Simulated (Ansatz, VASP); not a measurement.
# Cross-check of GaN between VASP and Ansatz

Aim: how closely do two programs agree when they are given the same cell, functional and k mesh? The cell is taken from a series of runs on this material, whose earlier steps may have relaxed, scaled, displaced or heated it; both programs get it as it stands.

Program: Ansatz 0.2.0. Level of theory: plane waves, with VASP 6.6.1 beside it; relaxation of cell and atoms at r2SCAN. Results are calculated unless marked as measured.

## 1. The starting structure

The structure is hexagonal, space group P6_3mc (No. 186). Conventional cell: a = 3.189 Å, b = 3.189 Å, c = 5.185 Å, α = 90.00°, β = 90.00°, γ = 120.00°. Ga has 4 N at 1.95 Å nearest. Nearest to N lie 4 Ga at 1.95 Å. Farther neighbours and most contacts between anions are not listed.

Structure file:

```xyz
16
Lattice="6.3780 0.0000 0.0000 -3.1890 5.5235 0.0000 0.0000 0.0000 5.1850" Properties=species:S:1:pos:R:3 pbc="T T T"
Ga    0.0000    1.8412    0.0000
Ga    1.5945    0.9206    2.5925
Ga   -1.5945    4.6029    0.0000
Ga    0.0000    3.6823    2.5925
Ga    3.1890    1.8412    0.0000
Ga    4.7835    0.9206    2.5925
Ga    1.5945    4.6029    0.0000
Ga    3.1890    3.6823    2.5925
N     1.5945    0.9206    0.6425
N     0.0000    1.8412    3.2350
N     0.0000    3.6823    0.6425
N    -1.5945    4.6029    3.2350
N     4.7835    0.9206    0.6425
N     3.1890    1.8412    3.2350
N     3.1890    3.6823    0.6425
N     1.5945    4.6029    3.2350
```

## 2. Ansatz: relaxation of cell and atoms, r2SCAN

Ansatz runs on its PAW soft_1 files.

The relaxed volume is the usual yardstick between codes: in a stiff, nearly cubic crystal its relative difference is about their pressure difference at one cell divided by the bulk modulus.

input.yaml reads:

```yaml
crystal:
  lattice:
    - [6.378, 0.0, 0.0]
    - [-3.189, 5.52351003, 0.0]
    - [0.0, 0.0, 5.185]
  atoms:
    - { symbol: Ga, position: [0.16666667, 0.33333333, 0.0] }
    - { symbol: Ga, position: [0.33333333, 0.16666667, 0.5] }
    - { symbol: Ga, position: [0.16666667, 0.83333333, 0.0] }
    - { symbol: Ga, position: [0.33333333, 0.66666667, 0.5] }
    - { symbol: Ga, position: [0.66666667, 0.33333333, 0.0] }
    - { symbol: Ga, position: [0.83333333, 0.16666667, 0.5] }
    - { symbol: Ga, position: [0.66666667, 0.83333333, 0.0] }
    - { symbol: Ga, position: [0.83333333, 0.66666667, 0.5] }
    - { symbol: "N", position: [0.33333333, 0.16666667, 0.12390721] }
    - { symbol: "N", position: [0.16666667, 0.33333333, 0.62390721] }
    - { symbol: "N", position: [0.33333333, 0.66666667, 0.12390721] }
    - { symbol: "N", position: [0.16666667, 0.83333333, 0.62390721] }
    - { symbol: "N", position: [0.83333333, 0.16666667, 0.12390721] }
    - { symbol: "N", position: [0.66666667, 0.33333333, 0.62390721] }
    - { symbol: "N", position: [0.83333333, 0.66666667, 0.12390721] }
    - { symbol: "N", position: [0.66666667, 0.83333333, 0.62390721] }
kpoints:
  mp_grid: { grid: [5, 5, 5] }
scf:
  occupations: { method: fermi_dirac, width: 0.02 }
hamiltonian:
  xc: r2scan
  pseudopotentials: { kind: paw, azcp: { folder: soft_1 } }
basis:
  ecutwfc: 600
output:
  forces: true
  stress: true
  write_density: true
  write_potential: true
  elf: true
  volumetric_format: npy
relax:
  f_tol: 0.005
  max_steps: 70
  cell: { stress_tol: 0.02, p_target: 0 }
```

On the command line:

```
$ ansatz run input.yaml --threads 4 --pin off --max-ram 10240MiB --backend cpu --events-out ev --progress --plain --runs-dir out
```

Numbers of over 12 decimals in the logs are rounded to 6 here.

Output:

```text
Engine: ansatz 0.2.0, aarch64-unknown-linux-gnu
Pseudopotentials: kind: paw
Pseudopotential: Ga, paw, valence charge 13, recommended cutoff 500 eV (meta_gga), soft_1/Ga.paw.azcp
Pseudopotential: N, paw, valence charge 5, recommended cutoff 500 eV (meta_gga), soft_1/N.paw.azcp
Functional definition: r2SCAN
  parameter k0 = 0.174
  parameter k1 = 0.065
  parameter a1 = 4.9479
  exchange = r2scan_x(k0 = k0, k1 = k1, a1 = a1)
  correlation = r2scan_c
Crystal: 16 atoms, lattice volume = 182.662 Å³
Basis set: ecut = 600 eV, 6171 PW (Γ), exchange–correlation on 216×216×180 points (64 copies of the dense FFT grid, shifted against one another)
Bands: 88, of which v1, the nominal top of the filled ones, is band 72 counted from 1 (71 counted from 0)
Symmetry: 48 space group operations
Space group: P63mc (ITA 186), of the structure as read, at distance tolerance 5.7e-5 Å
k-points: 15 of 125 (time reversal used)
Non-local potential: Ga, projectors of the file, l = 0: 2, l = 1: 2, l = 2: 3, l = 3: 1
Non-local potential: N, projectors of the file, l = 0: 2, l = 1: 2, l = 2: 1
PAW form: soft (Blöchl's): semilocal exchange-correlation on the pseudo side does not see the compensation charge
PAW frozen core: Ga, regenerated for the run's functional (the file was generated under x = pbe(κ = 0.804, μ = 0.219515), c = pbe(β = 0.066725))
PAW frozen core: N, regenerated for the run's functional (the file was generated under x = pbe(κ = 0.804, μ = 0.219515), c = pbe(β = 0.066725))
PAW one-centre angular grid: Ga, 590 points (default); XC on 160 Gauss nodes
PAW one-centre angular grid: N, 302 points (default); XC on 160 Gauss nodes
Initial density: superposition of atomic densities (chi_scale 0.1, normalization cell, long waves kept (reshape's long-wave potential 0.00 eV rms))
Initial wavefunctions: pseudopotential atomic-orbital guess
Functional: x = r2scan, c = r2scan; τ floored in thin density (d = 2e-4 eV/Å³)
SCF iter   1: F=—  HF=-33414.962354 eV  |F-HF|=—  |Δ(HF+E_count)|=         —  Δρ=1.16e-1  dr2=1.97e1  dr2_τ=2.28e0  ethr=3.10e-3  ⟨swp⟩=5.7  Hψ=4369  notcnv=0  defer=5
preconditioner: auto → Resta (q_TF=auto, 2.622 Å⁻¹)  ε∞=4.4  [insulator: Δε(μ)=2.877 eV  Ē_g=17.856 eV  σ=0.020 eV  W_gap=1.00  n_scr=58 (ndim 8)  ℏωp=33.0 eV  f_vac=0.000  D(μ)=0.00/eV (n_scr^D=0)  ε∞_Penn≈4.4]
SCF iter   2: F=—  HF=-33410.849826 eV  |F-HF|=—  |Δ(HF+E_count)|=    4.11e0  Δρ=5.20e-2  dr2=2.75e0  dr2_τ=2.89e-1  ethr=3.10e-3  ⟨swp⟩=2.8  Hψ=2758  notcnv=0  defer=136
SCF iter   3: F=—  HF=-33411.151957 eV  |F-HF|=—  |Δ(HF+E_count)|=   3.02e-1  Δρ=1.78e-2  dr2=4.47e-1  dr2_τ=3.14e-2  ethr=1.91e-3  ⟨swp⟩=2.0  Hψ=1288  notcnv=0  defer=136
SCF iter   4: F=—  HF=-33411.132299 eV  |F-HF|=—  |Δ(HF+E_count)|=   1.97e-2  Δρ=3.59e-3  dr2=1.65e-2  dr2_τ=1.06e-3  ethr=3.10e-4  ⟨swp⟩=2.1  Hψ=1650  notcnv=0  defer=136
SCF iter   5: F=—  HF=-33411.146703 eV  |F-HF|=—  |Δ(HF+E_count)|=   1.44e-2  Δρ=2.45e-3  dr2=6.74e-3  dr2_τ=2.39e-4  ethr=1.15e-5  ⟨swp⟩=2.1  Hψ=2367  notcnv=0  defer=136
SCF iter   6: F=—  HF=-33411.139911 eV  |F-HF|=—  |Δ(HF+E_count)|=   6.79e-3  Δρ=4.67e-4  dr2=4.67e-4  dr2_τ=2.14e-5  ethr=4.68e-6  ⟨swp⟩=2.0  Hψ=2361  notcnv=0  defer=136
SCF iter   7: F=—  HF=-33411.139984 eV  |F-HF|=—  |Δ(HF+E_count)|=   7.23e-5  Δρ=1.71e-4  dr2=5.94e-5  dr2_τ=3.31e-6  ethr=3.24e-7  ⟨swp⟩=2.0  Hψ=2237  notcnv=0  defer=136
SCF iter   8: F=—  HF=-33411.139944 eV  |F-HF|=—  |Δ(HF+E_count)|=   4.03e-5  Δρ=2.40e-5  dr2=1.03e-6  dr2_τ=2.83e-8  ethr=4.12e-8  ⟨swp⟩=2.0  Hψ=1926  notcnv=0  defer=136
SCF iter   9: F=-33411.139944 eV  HF=-33411.139944 eV  |F-HF|=4.56e-9  |Δ(HF+E_count)|=   3.54e-7  Δρ=5.45e-6  dr2=4.81e-8  dr2_τ=9.66e-10  ethr=6.94e-11  ⟨swp⟩=7.0  Hψ=7771  notcnv=0
SCF 1 converged in 9 iterations: F = -33411.139944 eV  dr2 = 4.81e-8
  greatest PAW one-centre occupation: 0.994 electrons in one spin orbital (limit 2), on the Ga atom at site 7 (counted from 0), in its partial waves of l = 2
relax step   1: F+E_penalty+E_count = -33411.13994389 eV  Δ(F+E_penalty+E_count) = +0.000e0 eV  max|allowed force component| = 5.914e-2 eV/Å  Δτ_max = 0.0000 Å  P = -0.761 GPa  Ω = 182.662 Å³  (9 SCF iters, dr2 threshold 1.00e-7 eV, accepted)
Crystal: 16 atoms, lattice volume = 182.214 Å³
Basis set: ecut = 600 eV, 6111 PW (Γ), exchange–correlation on 216×216×180 points (64 copies of the dense FFT grid, shifted against one another)
Initial density: handed on by an earlier stage of this run
Initial wavefunctions: those handed on with the density
iter 1 solved again at ethr=1.69e-7 eV; its pass at ethr=3.10e-3 eV (dr2=2.44e-4 eV) is discarded
SCF iter   1: F=—  HF=-33411.141930 eV  |F-HF|=—  |Δ(HF+E_count)|=         —  Δρ=3.85e-4  dr2=2.75e-4  dr2_τ=3.09e-4  ethr=1.69e-7  ⟨swp⟩=2.9  Hψ=5714  notcnv=0
[...]
SCF iter   2: F=—  HF=-33411.143070 eV  |F-HF|=—  |Δ(HF+E_count)|=   3.91e-5  Δρ=3.68e-6  dr2=8.15e-9  dr2_τ=2.90e-9  ethr=1.94e-11  ⟨swp⟩=2.0  Hψ=2386  notcnv=0
SCF iter   3: F=—  HF=-33411.143070 eV  |F-HF|=—  |Δ(HF+E_count)|=   1.39e-8  Δρ=1.31e-6  dr2=1.85e-9  dr2_τ=1.76e-10  ethr=5.66e-12  ⟨swp⟩=2.0  Hψ=2400  notcnv=0
SCF iter   4: F=—  HF=-33411.143070 eV  |F-HF|=—  |Δ(HF+E_count)|=  8.51e-10  Δρ=3.70e-7  dr2=1.18e-10  dr2_τ=1.92e-11  ethr=1.29e-12  ⟨swp⟩=2.0  Hψ=2400  notcnv=0
SCF iter   5: F=-33411.143070 eV  HF=-33411.143070 eV  |F-HF|=0.00e0  |Δ(HF+E_count)|=  1.75e-10  Δρ=6.19e-8  dr2=2.74e-12  dr2_τ=1.88e-12  ethr=1.00e-12  ⟨swp⟩=5.3  Hψ=5802  notcnv=0
SCF 5 converged in 5 iterations: F = -33411.143070 eV  dr2 = 2.74e-12
relax step   5: F+E_penalty+E_count = -33411.14307049 eV  Δ(F+E_penalty+E_count) = +1.864e-4 eV  max|allowed force component| = 4.511e-5 eV/Å  Δτ_max = 0.0000 Å  P = -0.002 GPa  Ω = 181.952 Å³  stress off target by 5.47e-3 GPa  SCF on the basis re-selected at this cell (its energy is not comparable with the rows above)  (5 SCF iters)
basis re-selected at this cell: Δ(F+E_penalty+E_count) = +1.864e-4 eV, ΔP = -0.000 GPa vs the last step (what re-selecting the basis moved, of the pressure what is left beyond the Pulay correction that the steps carried, after the strain that the cell walked since its last selection, with what the two solves' SCF thresholds leave and, on support functions, any second-order correction that the steps lacked; it is no m [...]
SCF converged after 5 iterations
Free energy (F): -33411.143070 eV
Harris-Foulkes:  -33411.143070 eV  (|F-HF|=0.00e0)
Internal energy: -33411.143070 eV  (E = F + TS)
E sigma→0 (E₀):  -33411.143070 eV
Fermi energy:    10.654713 eV
--- Per-component energies (eV) ---
  E_band       = -119.710766
  E_kinetic    = 1924.364273
  E_local      = -11328.064222  (includes V_loc(G=0)·N_el)
  E_nonlocal   = -422.571716
  E_hartree    = 7193.790014
  E_xc         = -926.894697
  E_vxc        = -1120.226244  (∫ρ·V_xc dr)
  E_paw        = -17133.953338  (= ΣΔE_a)
  E_vpaw       = -3621.827401  (= ΣTr[D̂ρ^β])
  E_aug_tail   = -0.000004  (compensation charges beyond the density's cutoff)
  E_vtau       = 61.034742  (kinetic-family band-sum trace: ∫τ·v_τ [+ j·A + Jᵃ·Aᵃ] dr)
  E_ewald      = -12712.352339
  E_core_change = -5.461041  (= ΣΔE_core)
  E_smearing   = -0.000000  (= −TS)
  E_closure    = 0.000000  (closes the sum)
  Σ components = -33411.143070   (vs F -33411.143070, Δ=0.00e0)
--- Forces (eV/Å), atoms counted from 1 ---
  atom   1  Ga    -0.00000000     0.00000000    -0.00004679
  atom   2  Ga    -0.00000000    -0.00000000    -0.00004679
  atom   3  Ga     0.00000000     0.00000000    -0.00004679
  atom   4  Ga    -0.00000000    -0.00000000    -0.00004679
  atom   5  Ga     0.00000000     0.00000000    -0.00004679
  atom   6  Ga     0.00000000    -0.00000000    -0.00004679
  atom   7  Ga    -0.00000000     0.00000000    -0.00004679
  atom   8  Ga     0.00000000    -0.00000000    -0.00004679
  atom   9  N     -0.00000000     0.00000000     0.00004343
  atom  10  N     -0.00000000    -0.00000000     0.00004343
  atom  11  N     -0.00000000     0.00000000     0.00004343
  atom  12  N     -0.00000000    -0.00000000     0.00004343
  atom  13  N      0.00000000     0.00000000     0.00004343
  atom  14  N     -0.00000000    -0.00000000     0.00004343
  atom  15  N      0.00000000     0.00000000     0.00004343
  atom  16  N      0.00000000    -0.00000000     0.00004343
  max |Σ_I F_I| component: 2.69e-5 eV/Å
--- Stress (GPa, compression-positive) ---
        0.000227      -0.000000       0.000000
        0.000000       0.000227       0.000000
        0.000000       0.000000      -0.005466
  P = ⅓ Tr σ = -0.0017 GPa (-0.017 kbar)
--- Band table (eV; the first three rows and the last of 15) ---
  k-point 0: bands = [... 68 lower, 8.4383, 9.4343, 9.4706, 9.4706, 11.8226, 14.3064, 15.0622, 15.0622, ... 12 higher]
  k-point 1: bands = [... 68 lower, 8.5005, 8.5005, 9.3643, 9.3643, 12.7091, 14.3791, 14.4831, 14.4831, ... 12 higher]
  k-point 2: bands = [... 68 lower, 8.7602, 8.7602, 9.0901, 9.0901, 13.8854, 14.1031, 14.1031, 14.1031, ... 12 higher]
  k-point 14: bands = [... 68 lower, 7.9488, 8.0621, 8.1378, 8.1378, 15.0799, 15.0799, 15.4670, 15.9983, ... 12 higher]
--- Relaxed structure (4 steps of the walk, 4 accepted, 1 SCFs on fresh bases) ---
  F+E_penalty+E_count = -33411.14307049 eV   max|allowed force component| = 4.511e-5 eV/Å   (the final SCF, on the basis selected at the relaxed cell)
  cell:  # Å, volume = 181.9519 Å³
    - [6.366330, 0, 0]
    - [-3.183165, 5.513403, 0]
    - [0, 0, 5.183794]
  atoms:
    - { symbol: Ga, position: [0.166667, 0.333333, 0.00033993] }
    - { symbol: Ga, position: [0.333333, 0.166667, 0.500340] }
    - { symbol: Ga, position: [0.166667, 0.833333, 0.00033993] }
    - { symbol: Ga, position: [0.333333, 0.666667, 0.500340] }
    - { symbol: Ga, position: [0.666667, 0.333333, 0.00033993] }
    - { symbol: Ga, position: [0.833333, 0.166667, 0.500340] }
    - { symbol: Ga, position: [0.666667, 0.833333, 0.00033993] }
    - { symbol: Ga, position: [0.833333, 0.666667, 0.500340] }
    - { symbol: N, position: [0.333333, 0.166667, 0.123567] }
    - { symbol: N, position: [0.166667, 0.333333, 0.623567] }
    - { symbol: N, position: [0.333333, 0.666667, 0.123567] }
    - { symbol: N, position: [0.166667, 0.833333, 0.623567] }
    - { symbol: N, position: [0.833333, 0.166667, 0.123567] }
    - { symbol: N, position: [0.666667, 0.333333, 0.623567] }
    - { symbol: N, position: [0.833333, 0.666667, 0.123567] }
    - { symbol: N, position: [0.666667, 0.833333, 0.623567] }
```

(Continued in part 2 of 2.)

[Lines on the potential files, build, host, timing and source positions are cut from VASP's logs without a mark.]

[Logs are printed without paths, hosts, clocks, repeated set-up lines and the standing remarks that a program may print on its own settings, such as how far it seeks lower states.]

[Hosts, paths, dates, database ids (printed as entryN), source tags and the programs' standing remarks are cut or masked in the printed files.]
